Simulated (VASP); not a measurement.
MgO (Periclase), 2 atoms in the cell. It takes space group Fm-3m (No. 225, cubic). The conventional cell has a = 4.217 Å, b = 4.217 Å, c = 4.217 Å, α = 90.00°, β = 90.00°, γ = 90.00°. Mg (site symmetry m-3m) is surrounded by 6 O at 2.11 Å. O (site symmetry m-3m) has 6 Mg at 2.11 Å as nearest neighbours. 

```yaml
Program: VASP 6.6.1
Task: relaxation of cell and atoms
Functional: PBE
Dispersion: D3(BJ)
Potentials_or_basis: VASP PAW PBE potentials, release 64 (Mg, O)
Cutoff: 600 eV
k_mesh: 12 × 12 × 12
Occupations: gaussian, width 0.03 eV
Spin: no spin polarisation
Further_INCAR_settings: ALGO = Normal; EDIFF = 1e-06; IBRION = 2; EDIFFG = -0.01; NSW = 90; ISIF = 3
```

Potentials or basis: VASP PAW PBE potentials, release 64 (Mg, O).

Command:

```bash
$ cat potpaw_PBE.64/Mg/POTCAR potpaw_PBE.64/O/POTCAR > POTCAR
$ mpirun -np 1 vasp_std > vasp.out
```

Hardware: 1 thread of AMD EPYC 9R45 (Zen 5) (shared host).

How long does it take, and how much memory?

It took 12 s on 1 thread of AMD EPYC 9R45 (Zen 5) (shared host), peak memory 0.13 GiB. Counts: scf iterations 21, k points 72, ion steps 3.
